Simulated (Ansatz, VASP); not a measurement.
# SrCd2Sb2: VASP beside Ansatz, part 2 of 2

Aim: how closely do two programs agree when they are given the same cell, functional and k mesh?

VASP 6.6.1 and Ansatz 0.2.0.

So far: The structure; VASP: relaxation of cell and atoms, PBEsol.

**3. Ansatz: relaxation of cell and atoms, PBEsol**

Level of this step: Ansatz beside VASP: Kohn-Sham DFT, plane waves, PBEsol (Ansatz).

Ansatz runs on its default PAW (the set named soft_2) files.

The same cell, functional, mesh and smearing now go to Ansatz, which takes its cutoff from its data sets.

The input, input.yaml:

```yaml
crystal:
  lattice:
    - [4.709, 0.0, 0.0]
    - [-2.3545, 4.0781136264, 0.0]
    - [0.0, 0.0, 7.822]
  atoms:
    - { symbol: Sb, position: [0.6666666667, 0.3333333333, 0.7492] }
    - { symbol: Sb, position: [0.3333333333, 0.6666666667, 0.2508] }
    - { symbol: Cd, position: [0.6666666667, 0.3333333333, 0.3692] }
    - { symbol: Cd, position: [0.3333333333, 0.6666666667, 0.6308] }
    - { symbol: Sr, position: [0.0, 0.0, 0.0] }
hamiltonian:
  xc: pbesol
  pseudopotentials: { kind: paw }
kpoints:
  mp_grid: { grid: [5, 5, 3] }
scf:
  occupations: { method: gaussian, width: 0.1 }
relax:
  f_tol: 0.01
  max_steps: 60
  cell: { stress_tol: 0.05 }
output:
  forces: true
  stress: true
```

Command:

```sh
$ ansatz run input.yaml --threads 4 --pin off --max-ram 9216MiB --backend cpu --events-out ev --progress --plain --runs-dir out
```

Numbers of over 12 decimals in the logs are rounded to 6 here.

Output:

```text
Engine: ansatz 0.2.0, x86_64-unknown-linux-gnu
Pseudopotentials: kind: paw
Pseudopotential: Sb, paw, valence charge 15, recommended cutoff 420 eV (normal), Sb.paw.azcp
Pseudopotential: Cd, paw, valence charge 20, recommended cutoff 420 eV (normal), Cd.paw.azcp
Pseudopotential: Sr, paw, valence charge 10, recommended cutoff 420 eV (normal), Sr.paw.azcp
Functional definition: PBEsol
  exchange = pbesol_x
  correlation = pbesol_c
Crystal: 5 atoms, lattice volume = 150.212 Å³
Basis set: ecut = 420 eV, 2949 PW (Γ), exchange–correlation on 64×64×108 points (8 copies of the dense FFT grid, shifted against one another)
Bands: 48, of which v1, the nominal top of the filled ones, is band 40 counted from 1 (39 counted from 0)
Symmetry: 12 space group operations
Space group: P-3m1 (ITA 164), of the structure as read, at distance tolerance 5.3e-5 Å
k-points: 12 of 75
Non-local potential: Sb, projectors of the file, l = 0: 2, l = 1: 2, l = 2: 2, l = 3: 2
Non-local potential: Cd, projectors of the file, l = 0: 3, l = 1: 2, l = 2: 2, l = 3: 1
Non-local potential: Sr, projectors of the file, l = 0: 3, l = 1: 2, l = 2: 2
PAW form: soft (Blöchl's): semilocal exchange-correlation on the pseudo side does not see the compensation charge
PAW frozen core: Sb, regenerated for the run's functional, and the local potential with it (the file was generated under x = pbe(κ = 0.804, μ = 0.219515), c = pbe(β = 0.066725))
PAW frozen core: Cd, regenerated for the run's functional, and the local potential with it (the file was generated under x = pbe(κ = 0.804, μ = 0.219515), c = pbe(β = 0.066725))
PAW frozen core: Sr, regenerated for the run's functional, and the local potential with it (the file was generated under x = pbe(κ = 0.804, μ = 0.219515), c = pbe(β = 0.066725))
PAW one-centre angular grid: Sb, 590 points (default); XC on 64 Gauss nodes
PAW one-centre angular grid: Cd, 590 points (default); XC on 64 Gauss nodes
PAW one-centre angular grid: Sr, 110 points (default); XC on 64 Gauss nodes
Initial density: superposition of atomic densities (neutral atoms: chi_scale 0, normalization atom), corrected by the library's trained network
Initial wavefunctions: pseudopotential atomic-orbital guess
Functional: x = pbesol(κ = 0.804, μ = 0.123457), c = pbesol(β = 0.046)
SCF iter   1: F=—  HF=-32679.003368 eV  |F-HF|=—  |Δ(HF+E_count)|=         —  Δρ=4.13e-3  dr2=3.19e-2  ethr=1.77e-3  ⟨swp⟩=8.9  Hψ=2614  notcnv=0
preconditioner: auto → LDOS  [metal: Δε(μ)=0.016 eV  Ē_g=11.335 eV  σ=0.100 eV  W_gap=0.09  n_scr=36 (ndim 8)  ℏωp=19.6 eV  f_vac=0.044  D(μ)=0.60/eV (n_scr^D=2)  β→1.0]
SCF iter   2: F=—  HF=-32679.018355 eV  |F-HF|=—  |Δ(HF+E_count)|=   1.50e-2  Δρ=4.83e-3  dr2=7.80e-2  ethr=3.98e-5  ⟨swp⟩=2.2  Hψ=1220  notcnv=0  defer=22
SCF iter   3: F=—  HF=-32679.000495 eV  |F-HF|=—  |Δ(HF+E_count)|=   1.79e-2  Δρ=1.15e-3  dr2=1.12e-2  ethr=3.98e-5  ⟨swp⟩=2.2  Hψ=1072  notcnv=0  defer=22
SCF iter   4: F=—  HF=-32678.998255 eV  |F-HF|=—  |Δ(HF+E_count)|=   2.24e-3  Δρ=4.05e-4  dr2=2.44e-4  ethr=1.40e-5  ⟨swp⟩=3.0  Hψ=931  notcnv=0  defer=22
SCF iter   5: F=—  HF=-32678.998190 eV  |F-HF|=—  |Δ(HF+E_count)|=   6.55e-5  Δρ=6.54e-5  dr2=6.89e-6  ethr=3.05e-7  ⟨swp⟩=2.0  Hψ=1004  notcnv=0  defer=22
SCF iter   6: F=—  HF=-32678.998196 eV  |F-HF|=—  |Δ(HF+E_count)|=   6.02e-6  Δρ=1.42e-5  dr2=4.33e-7  ethr=8.61e-9  ⟨swp⟩=2.0  Hψ=949  notcnv=0  defer=1
SCF iter   7: F=-32678.998196 eV  HF=-32678.998196 eV  |F-HF|=1.74e-8  |Δ(HF+E_count)|=   8.65e-8  Δρ=4.22e-6  dr2=3.65e-8  ethr=1.25e-10  ⟨swp⟩=5.1  Hψ=2201  notcnv=0
SCF 1 converged in 7 iterations: F = -32678.998196 eV  dr2 = 3.65e-8
  greatest PAW one-centre occupation: 1.000 electrons in one spin orbital (limit 2), on the Cd atom at site 3 (counted from 0), in its partial waves of l = 0
relax step   1: F+E_penalty+E_count = -32678.99819580 eV  Δ(F+E_penalty+E_count) = +0.000e0 eV  max|allowed force component| = 1.234e-2 eV/Å  Δτ_max = 0.0000 Å  P = -0.524 GPa  Ω = 150.212 Å³  (7 SCF iters, dr2 threshold 1.00e-7 eV, accepted)
[...]
relax step   2: F+E_penalty+E_count = -32679.00583280 eV  Δ(F+E_penalty+E_count) = -7.637e-3 eV  max|allowed force component| = 1.532e-2 eV/Å  Δτ_max = 0.0131 Å  P = +0.064 GPa  Ω = 147.923 Å³  energy of the carried Pulay correction = +3.806e-4 eV  (6 SCF iters, dr2 threshold 5.00e-7 eV, accepted)
[...]
relax step   3: F+E_penalty+E_count = -32679.00631519 eV  Δ(F+E_penalty+E_count) = -4.824e-4 eV  max|allowed force component| = 1.614e-2 eV/Å  Δτ_max = 0.0082 Å  P = -0.017 GPa  Ω = 148.038 Å³  energy of the carried Pulay correction = +3.614e-4 eV  (6 SCF iters, dr2 threshold 3.89e-8 eV, accepted)
[...]
relax step   4: F+E_penalty+E_count = -32679.00635835 eV  Δ(F+E_penalty+E_count) = -4.316e-5 eV  max|allowed force component| = 5.804e-3 eV/Å  Δτ_max = 0.0038 Å  P = +0.002 GPa  Ω = 148.057 Å³  energy of the carried Pulay correction = +3.581e-4 eV  (5 SCF iters, dr2 threshold 1.63e-8 eV, accepted)
[...]
relax step   5: F+E_penalty+E_count = -32679.00598952 eV  Δ(F+E_penalty+E_count) = +3.688e-4 eV  max|allowed force component| = 5.863e-3 eV/Å  Δτ_max = 0.0000 Å  P = +0.003 GPa  Ω = 148.057 Å³  stress off target by 2.18e-2 GPa  SCF on the basis re-selected at this cell (its energy is not comparable with the rows above)  (6 SCF iters)
basis re-selected at this cell: Δ(F+E_penalty+E_count) = +3.688e-4 eV, ΔP = +0.001 GPa vs the last step (what re-selecting the basis moved, of the pressure what is left beyond the Pulay correction that the steps carried, after the strain that the cell walked since its last selection, with what the two solves' SCF thresholds leave and, on support functions, any second-order correction that the steps lacked; it is no m [...]
SCF converged after 6 iterations
Free energy (F): -32679.005990 eV
Harris-Foulkes:  -32679.005990 eV  (|F-HF|=3.64e-12)
Internal energy: -32679.003066 eV  (E = F + TS)
E sigma→0 (E₀):  -32679.004528 eV
Entropy (-TS):   -0.002924 eV (-0.585 meV/atom)
Fermi energy:    9.845301 eV
--- Per-component energies (eV) ---
  E_band       = -1382.014290
  E_kinetic    = 1671.947800
  E_local      = -12116.388857  (includes V_loc(G=0)·N_el)
  E_nonlocal   = 1004.918055
  E_hartree    = 5484.098868
  E_xc         = -798.507903
  E_vxc        = -798.290909  (∫ρ·V_xc dr)
  E_paw        = -19673.076288  (= ΣΔE_a)
  E_vpaw       = -2112.397832  (= ΣTr[D̂ρ^β])
  E_aug_tail   = 0.000019  (compensation charges beyond the density's cutoff)
  E_ewald      = -8253.476740
  E_core_change = 1.481981  (= ΣΔE_core)
  E_smearing   = -0.002924  (= −TS)
  E_closure    = -0.000000  (closes the sum)
  Σ components = -32679.005990   (vs F -32679.005990, Δ=0.00e0)
--- Forces (eV/Å), atoms counted from 1 ---
  atom   1  Sb    -0.00000000    -0.00000000     0.00586348
  atom   2  Sb     0.00000000     0.00000000    -0.00586348
  atom   3  Cd    -0.00000000    -0.00000000    -0.00210839
  atom   4  Cd     0.00000000     0.00000000     0.00210839
  atom   5  Sr     0.00000000     0.00000000     0.00000000
  max |Σ_I F_I| component: 2.78e-17 eV/Å
--- Stress (GPa, compression-positive) ---
       -0.006060       0.000000       0.000000
        0.000000      -0.006060      -0.000000
        0.000000      -0.000000       0.021827
  P = ⅓ Tr σ = 0.0032 GPa (0.032 kbar)
--- Relaxed structure (4 steps of the walk, 4 accepted, 1 SCFs on fresh bases) ---
  F+E_penalty+E_count = -32679.00598952 eV   max|allowed force component| = 5.863e-3 eV/Å   (the final SCF, on the basis selected at the relaxed cell)
  cell:  # Å, volume = 148.0573 Å³
    - [4.716590, 0, -9.601788485627887e-18]
    - [-2.358295, 4.084687, 4.8008942428139445e-18]
    - [-1.5949286373916753e-17, 0, 7.684980]
  atoms:
    - { symbol: Sb, position: [0.666667, 0.333333, 0.751088] }
    - { symbol: Sb, position: [0.333333, 0.666667, 0.248912] }
    - { symbol: Cd, position: [0.666667, 0.333333, 0.367149] }
    - { symbol: Cd, position: [0.333333, 0.666667, 0.632851] }
    - { symbol: Sr, position: [0, 0, 0] }
```

It took 6.8 s on 4 threads of Intel Xeon Platinum 8488C (Sapphire Rapids), shared host; peak memory 0.59 GiB; 20 s of CPU time.

**4. Comparison**

Known differences besides the potentials themselves: both relaxations stop at a tolerance, which leaves soft axes loose, and VASP keeps its plane-wave basis; the data sets hold 80 valence electrons in Ansatz (default PAW (the set named soft_2) files) and 44 in VASP; the cutoff is 420 eV in Ansatz and 360 eV in VASP; Ansatz makes its cores anew for this functional, VASP keeps those of its PBE data sets; VASP leaves aspherical gradient terms in its spheres out (LASPH is not set), Ansatz keeps them; Ansatz adds a Pulay correction to the stress that steers its cell, VASP none. Total energies have different zeros and are not compared.

The two programs side by side:

```
                                         quantity  Ansatz    VASP  difference
                                      volume (Å³)  148.06  147.57     +0.33 %
edge a after relaxation, in the typed setting (Å)   4.717   4.712     +0.09 %
edge c after relaxation, in the typed setting (Å)   7.685   7.674     +0.14 %
```

The walks stopped with 0.00 GPa left in Ansatz and 0.00 GPa in VASP; each walk ends within a tolerance, so the volume difference is uncertain by about these residues over the bulk modulus, most in soft cells.

**5. Outcome**

```json
{
  "difference in volume (relaxation of cell and atoms, PBEsol)": "0.33 %"
}
```

The difference in volume is 0.33 % (relaxation of cell and atoms, PBEsol), within the 1.2 % picked in this series as the mark of a large difference, as far as the stopping tolerances let one tell. How closely two codes agree says nothing of how well the functional describes the real material.

[Lines on the potential files, build, host, timing and source positions are cut from VASP's logs without a mark.]

[Logs are printed without paths, hosts, clocks, repeated set-up lines and the standing remarks that a program may print on its own settings, such as how far it seeks lower states.]

[Hosts, paths, dates, database ids (printed as entryN), source tags and the programs' standing remarks are cut or masked in the printed files.]
